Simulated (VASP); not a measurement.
Data:

```
Zn
1.0
    1.35456    -2.34617     0.00000
    1.35456     2.34617     0.00000
    0.00000     0.00000     4.76188
Zn
2
Direct
  0.33333   0.66667   0.25000
  0.66667   0.33333   0.75000
```

The numbers are results of vdW-DF-cx, VASP's PBE PAW potentials (set 64) (plane waves; VASP), not measurements. Settings: 520 eV cut-off, 16×16×8 Γ-centred mesh, first-order Methfessel-Paxton smearing of 0.10 eV, potentials Zn.

Task: The ions and cell shape at fixed volume are relaxed. Predict the relaxed structure.

Result: 
```
Zn
1.0
    1.33037    -2.30426     0.00000
    1.33037     2.30426     0.00000
    0.00000     0.00000     4.93668
Zn
2
Direct
  0.33333   0.66667   0.25000
  0.66667   0.33333   0.75000
```
Space group P6_3/mmc (194), at a tolerance of 0.03 Å.

Task: How much energy does the relaxation gain?

Result: The energy (σ→0) changes by -8.7 meV/atom, in 5 ionic steps.

The compound is Zn in the hcp structure. This cell is one point of a volume scan, at 1.06 of the reference volume. Symmetry was kept, so distortions that lower it aren't found.
